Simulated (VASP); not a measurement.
# Ag: Ag into a neighbouring Ag vacancy, part 2 of 4

How hard is this move in Ag: Ag into a neighbouring Ag vacancy? Both ends are relaxed first, then a band of images between them. The start is a cell from a database of measured crystal structures.

VASP 6.6.1; LDA; plane waves and PAW (Ag).

So far. Step 2 (Relax the host): The run ended after 8 ionic steps, 0.159 eV below its first step, once forces and stress met EDIFFG = -0.02. Step 3 (Relax the host again, on a new basis): The run ended after 9 ionic steps, 0.002 eV below its first step, once forces and stress met EDIFFG = -0.02.

It derives from a form of Ag that is not the ambient one, so the starting crystal is not the ambient structure.

### 4. Relax the start

System of this step: Ag. The cell holds 23 atoms: 23 Ag. Its edges and angles: a = 6.715 Å, b = 6.715 Å, c = 16.106 Å, α = 125.0°, β = 125.0°, γ = 94.7°. It derives from Ag. Nearest the centre at fractional (0.292, 0.708, 0.083): Ag10 at 1.42 Å, Ag23 at 2.38 Å, Ag22 at 2.43 Å, Ag3 at 2.47 Å, Ag9 at 2.54 Å, Ag14 at 3.12 Å, Ag15 at 3.14 Å, Ag13 at 3.14 Å.

A path needs two true minima; the start is relaxed with symmetry off.

Input file INCAR:

```
SYSTEM = Ag
PREC = Normal
ENCUT = 280
EDIFF = 1E-05
NELM = 120
ISMEAR = 1
SIGMA = 0.15
LREAL = Auto
ALGO = Fast
GGA = CA
NBANDS = 156
LORBIT = 11
LWAVE = .FALSE.
LCHARG = .FALSE.
KPAR = 3
IBRION = 2
NSW = 60
ISIF = 2
EDIFFG = -0.05
POTIM = 0.4
MAXMIX = 40
ISYM = 0
```

Input file POSCAR:

```
Ag
1.0
   -4.2783295254      2.4700947033      4.5482650137
    4.2783295254     -2.4700947033      4.5482650137
    4.2783295254      7.4102841099    -13.6447950411
Ag
23
Direct
    0.0457194408      0.2119346091      0.1687336750
    0.0463133518      0.7065784615      0.3336429929
    0.5448208450      0.2084286242      0.3338821139
    0.5429837574      0.7106241321      0.5004012796
    0.0399471305      0.2043615233      0.4988095559
    0.0411844715      0.7098703117      0.6674469326
    0.5406433442      0.2050892197      0.6652322535
    0.5491190154      0.7121999451      0.8356307035
    0.0336348719      0.1946198578      0.8263410839
    0.0430093978      0.7077633883     -0.0000609466
    0.5363345133      0.2126773780      0.0002241088
    0.4624093018      0.3015956115      0.1703630791
    0.9520294149      0.7868966773      0.1627299009
    0.9518623174      0.2880622817      0.3309763129
    0.4542925144      0.7892856389      0.3313367579
    0.4573642482      0.2909603148      0.5001836233
    0.9626465885      0.7962577146      0.5024978143
    0.9601928885      0.2891764520      0.6671914378
    0.4560048642      0.7945900978      0.6655245975
    0.4525877115      0.2883784363      0.8307821507
    0.9572782308      0.7902490609      0.8339487496
    0.9581151223      0.2871619581     -0.0008901634
    0.4577831025      0.7904046983      0.0018126608
```

Input file KPOINTS:

```
Automatic mesh
0
Gamma
4 4 4
0 0 0
```

The projector-augmented-wave data sets are Ag (LDA family, release 64).

Launch:

```console
$ mpirun -np 3 vasp_std
```

The log of the run:

```text
[banner, memory and clock lines left out]
running    3 mpi-ranks, on    1 nodes
 distrk:  each k-point on    1 cores,    3 groups
 distr:  one band on    1 cores,    1 groups

 POSCAR found type information on POSCAR Ag
 POSCAR found :  1 types and      23 ions
 LDA part: xc-table for (Slater(with rela. corr.)+CA(PZ))
 , standard interpolation
 POSCAR, INCAR and KPOINTS ok, starting setup
 FFT: planning ... GRIDC
 FFT: planning ... GRID_SOFT
 FFT: planning ... GRID
 WAVECAR not read
 entering main loop
       N       E                     dE             d eps       ncg     rms          rms(c)
DAV:   1     0.129704667108E+04    0.12970E+04   -0.89608E+04 11264   0.100E+03
DAV:   2    -0.475328707306E+02   -0.13446E+04   -0.12727E+04 11660   0.287E+02
DAV:   3    -0.927295802612E+02   -0.45197E+02   -0.44538E+02 12036   0.566E+01
DAV:   4    -0.930291045787E+02   -0.29952E+00   -0.29920E+00 12228   0.457E+00
DAV:   5    -0.930323851457E+02   -0.32806E-02   -0.32804E-02 12028   0.473E-01    0.295E+01
RMM:   6    -0.862373350494E+02    0.67951E+01   -0.21863E+01 11232   0.140E+01    0.184E+01
RMM:   7    -0.859715849844E+02    0.26575E+00   -0.89557E-01 11232   0.194E+00    0.936E+00
RMM:   8    -0.858837428886E+02    0.87842E-01   -0.97563E-02 11232   0.105E+00    0.822E-01
RMM:   9    -0.858827050630E+02    0.10378E-02   -0.12454E-02 11273   0.303E-01    0.151E-01
RMM:  10    -0.858828873769E+02   -0.18231E-03   -0.18736E-03 11245   0.909E-02    0.120E-01
RMM:  11    -0.858828945278E+02   -0.71509E-05   -0.31859E-04 11267   0.562E-02    0.583E-02
RMM:  12    -0.858828857980E+02    0.87297E-05   -0.93798E-05 11230   0.291E-02
   1 F= -.85882886E+02 E0= -.85884778E+02  d E =-.858829E+02
 curvature:   0.00 expect dE= 0.000E+00 dE for cont linesearch  0.000E+00
 trial: gam= 0.00000 g(F)=  0.572E-01 g(S)=  0.000E+00 ort = 0.000E+00 (trialstep = 0.100E+01)
 search vector abs. value=  0.572E-01
 bond charge predicted
       N       E                     dE             d eps       ncg     rms          rms(c)
DAV:   1    -0.859242100869E+02   -0.41316E-01   -0.15247E+01 11560   0.876E+00    0.297E-01
RMM:   2    -0.859299002834E+02   -0.56902E-02   -0.58696E-02 11232   0.860E-01    0.209E-01
RMM:   3    -0.859300964002E+02   -0.19612E-03   -0.51418E-03 11232   0.245E-01    0.139E-01
RMM:   4    -0.859300012516E+02    0.95149E-04   -0.74427E-04 11232   0.833E-02    0.145E-01
RMM:   5    -0.859299947178E+02    0.65338E-05   -0.12880E-04 11255   0.353E-02    0.670E-02
RMM:   6    -0.859299901973E+02    0.45205E-05   -0.33007E-05  7347   0.158E-02
   2 F= -.85929990E+02 E0= -.85932021E+02  d E =-.471044E-01
[...]
3 F= -.85962622E+02 E0= -.85964839E+02  d E =-.797364E-01
[...]
4 F= -.85964680E+02 E0= -.85966943E+02  d E =-.817940E-01
[...]
5 F= -.85971824E+02 E0= -.85974173E+02  d E =-.714456E-02
[...]
6 F= -.85975663E+02 E0= -.85978102E+02  d E =-.109835E-01
[...]
7 F= -.85975914E+02 E0= -.85978369E+02  d E =-.112346E-01
 curvature:  -1.61 expect dE=-0.193E-02 dE for cont linesearch -0.916E-06
 trial: gam= 0.20051 g(F)=  0.120E-02 g(S)=  0.000E+00 ort = 0.632E-04 (trialstep = 0.172E+01)
 search vector abs. value=  0.150E-02
 bond charge predicted
       N       E                     dE             d eps       ncg     rms          rms(c)
DAV:   1    -0.859772169359E+02   -0.12986E-02   -0.11709E+00 11360   0.243E+00    0.745E-02
RMM:   2    -0.859775726064E+02   -0.35567E-03   -0.41967E-03 11232   0.233E-01    0.593E-02
RMM:   3    -0.859776262647E+02   -0.53658E-04   -0.38058E-04 11232   0.666E-02    0.740E-02
RMM:   4    -0.859775927916E+02    0.33473E-04   -0.12551E-04 11232   0.307E-02    0.455E-02
RMM:   5    -0.859775783500E+02    0.14442E-04   -0.24818E-05  6262   0.146E-02    0.385E-02
RMM:   6    -0.859775689787E+02    0.93713E-05   -0.66592E-06  6131   0.734E-03
   8 F= -.85977569E+02 E0= -.85980058E+02  d E =-.165458E-02
 trial-energy change:   -0.001655  1 .order   -0.001646   -0.002078   -0.001214
 step:   4.1316(harm=  4.1316)  dis= 0.00941  next Energy=   -85.978412 (dE=-0.250E-02)
 reached required accuracy - stopping structural energy minimisation
```

Wall time 22 min (3 MPI ranks of Intel Xeon Platinum 8488C (Sapphire Rapids), shared host); peak memory 1.8 GiB; 63 min of CPU time.

From OUTCAR (step 4):

```text
 Found     36 irreducible k-points:

   k-points           NKPTS =     36   k-points in BZ     NKDIM =     36   number of bands    NBANDS=    156

   dimension x,y,z NGX =    28 NGY =   28 NGZ =   70
   dimension x,y,z NGXF=    56 NGYF=   56 NGZF=  140

   ENCUT  =  280.0 eV  20.58 Ry    4.54 a.u.   9.16  9.16 21.97*2*pi/ulx,y,z

   NELECT =     253.0000    total number of electrons

 E-fermi :   8.4359

 k-point     1 :       0.0000    0.0000    0.0000
  band No.  band energies     occupation
    ...
    123       6.7843      2.00000
    124       6.8863      2.00000
    125       6.8905      2.00000
    126       7.1361      2.00000
    127       8.3005      2.02357
    128       8.6002     -0.06479
    129       9.1181     -0.00000
    130       9.3191     -0.00000
    131       9.3218     -0.00000
    132       9.5219     -0.00000
    ...

 k-point     2 :       0.2500    0.0000    0.0000
  band No.  band energies     occupation
    ...
    123       7.2355      2.00000
    124       7.9014      2.00001
    125       8.0712      2.00313
    126       8.1671      2.02951
    127       8.3465      1.83661
    128       8.5780     -0.03752
    129       8.7359     -0.01598
    130       8.8773     -0.00026
    131       8.9302     -0.00003
    132       9.2479     -0.00000
    ...

  Total       -5.8233856     -5.4173866      0.8068967      0.3304719      0.0294765     -0.0189648
  in kB      -24.2640081    -22.5723525      3.3620560      1.3769607      0.1228181     -0.0790197
  external PRESSURE =     -14.4914349 kB  Pullay stress =       0.0000000 kB

  energy-cutoff  :      280.00
  volume of cell :      384.52
      direct lattice vectors                 reciprocal lattice vectors
    -4.278329525  2.470094703  4.548265014     0.000000000  0.202421389  0.109932029
     4.278329525 -2.470094703  4.548265014     0.175302065  0.101210694  0.109932029
     4.278329525  7.410284110-13.644795041     0.058434022  0.101210694  0.000000000

 POSITION                                       TOTAL-FORCE (eV/Angst)
 -----------------------------------------------------------------------------------
      1.42373      0.81966     -1.13815         0.010959      0.001977     -0.002232
      4.28219      0.79925     -1.13463        -0.002737      0.001798     -0.016301
     -0.02727      3.28782     -1.13603         0.000432     -0.013861     -0.002133
      2.84281      3.28002     -1.13590         0.018844     -0.015331     -0.008097
      2.83100      3.26775     -5.68684         0.013103     -0.004181     -0.001552
      5.70065      3.29403     -5.68789         0.008081     -0.018070     -0.002456
      1.42521      5.76176     -5.68382         0.014872      0.007667     -0.012903
      4.28811      5.77518     -5.68792        -0.008601     -0.016122     -0.005276
      4.28288      5.77586    -10.23788         0.019885      0.034404      0.005023
      2.83735     -1.61562      3.41061         0.020801     -0.010134     -0.008421
     -1.39129      0.82635      3.40702        -0.030870      0.003366      0.003437
      0.02392      1.63928      1.16287        -0.017812     -0.015487      0.011634
      0.01108      1.63420      5.66016         0.021282     -0.001376     -0.009680
     -1.44638      4.09456      1.10303         0.008736     -0.003742      0.008741
      2.83709      1.62385      1.17075        -0.009243      0.000106     -0.006406
      1.41893      4.10113     -3.41311        -0.018424      0.022860      0.010544
      1.41924      4.10593      1.13930        -0.022426      0.004745     -0.008757
     -0.00703      6.58858     -3.41148        -0.007311      0.000818      0.002341
      4.27039      4.11275     -3.41545        -0.013235      0.019715      0.010218
      2.85567      6.59751     -7.96286        -0.006677      0.008430      0.010555
      2.85695      6.60223     -3.41439        -0.009543     -0.008858      0.003209
     -2.84983      1.66458      5.71209         0.015712      0.006077      0.012443
      1.43311     -0.80000      5.64892        -0.005827     -0.004800      0.006070
 -----------------------------------------------------------------------------------
    total drift:                               -0.000502      0.005171     -0.007372

  FREE ENERGIE OF THE ION-ELECTRON SYSTEM (eV)
  ---------------------------------------------------
  free  energy   TOTEN  =       -85.9775689787 eV

  energy  without entropy=      -85.9850355464  energy(sigma->0) =      -85.98005783

 total charge
# of ion       s       p       d       tot
------------------------------------------
    1        0.444   0.339   9.135   9.918
    2        0.449   0.319   9.140   9.908
    3        0.449   0.320   9.140   9.909
    4        0.443   0.326   9.147   9.917
    5        0.447   0.326   9.135   9.908
    6        0.444   0.339   9.135   9.918
    7        0.443   0.339   9.135   9.918
    8        0.443   0.325   9.147   9.915
    9        0.447   0.326   9.135   9.908
   10        0.449   0.318   9.140   9.907
   11        0.449   0.317   9.141   9.906
   12        0.449   0.322   9.137   9.908
   13        0.450   0.323   9.137   9.909
   14        0.448   0.318   9.138   9.904
   15        0.448   0.319   9.138   9.904
   16        0.446   0.343   9.135   9.924
   17        0.446   0.343   9.135   9.924
   18        0.442   0.338   9.137   9.917
   19        0.442   0.338   9.137   9.917
   20        0.446   0.342   9.134   9.922
   21        0.446   0.342   9.134   9.923
   22        0.448   0.319   9.138   9.904
   23        0.447   0.318   9.138   9.903
--------------------------------------------------
tot         10.264   7.561 210.168 227.993

[... 1 part as in an earlier step ...]

[... 7 further parts left out ...]
```

This run has no spin polarisation. Its electron count is odd, so without a moment it is a metal by construction.

The steps of the relaxation:

```tsv
step	energy less that of the first step (eV)	largest force (eV/Å)
1	0.0000	0.5159
2	-0.0471	0.3534
3	-0.0797	0.1519
4	-0.0818	0.1383
5	-0.0889	0.0894
6	-0.0928	0.0553
7	-0.0930	0.0619
8	-0.0947	0.0401
```

The atoms that moved most (Å):

```tsv
atom	dx	dy	dz	length
Ag9	0.059	0.050	-0.001	0.077
Ag2	0.030	-0.042	-0.006	0.052
Ag22	0.025	0.014	0.036	0.046
Ag13	0.021	0.020	-0.029	0.041
Ag15	-0.014	-0.004	0.036	0.038
Ag19	-0.026	0.017	-0.023	0.038
Ag20	0.004	0.036	0.003	0.036
Ag17	-0.019	-0.029	-0.004	0.035
```

The relaxed structure:

```
Ag
1.0
    -4.27833    2.47009    4.54827
     4.27833   -2.47009    4.54827
     4.27833    7.41028  -13.64480
Ag
23
Cartesian
  1.4237 0.8197 -1.1382
  4.2822 0.7992 -1.1346
  -0.0273 3.2878 -1.1360
  2.8428 3.2800 -1.1359
  2.8310 3.2678 -5.6868
  5.7007 3.2940 -5.6879
  1.4252 5.7618 -5.6838
  4.2881 5.7752 -5.6879
  4.2829 5.7759 -10.2379
  2.8373 -1.6156 3.4106
  -1.3913 0.8263 3.4070
  0.0239 1.6393 1.1629
  0.0111 1.6342 5.6602
  -1.4464 4.0946 1.1030
  2.8371 1.6238 1.1707
  1.4189 4.1011 -3.4131
  1.4192 4.1059 1.1393
  -0.0070 6.5886 -3.4115
  4.2704 4.1128 -3.4155
  2.8557 6.5975 -7.9629
  2.8570 6.6022 -3.4144
  -2.8498 1.6646 5.7121
  1.4331 -0.8000 5.6489
```

This step gave:

```yaml
electronic_cycles: 52
electrons: 253
free_energy_toten: -85.9776 eV
energy_at_zero_smearing: -85.9801 eV
fermi_energy: 8.436 eV
```

The run ended after 8 ionic steps, 0.095 eV below its first step, once the forces on the free atoms met EDIFFG = -0.05.

(Part 2 of 4 ends here.)

[Lines on the potential files, build, host, timing and source positions are cut from VASP's logs without a mark.]

[Logs are printed without paths, hosts, clocks, repeated set-up lines and the standing remarks that a program may print on its own settings, such as how far it seeks lower states.]

[Hosts, paths, dates, database ids (printed as entryN), source tags and the programs' standing remarks are cut or masked in the printed files.]

[Runs that stopped without an error message from VASP are left out.]
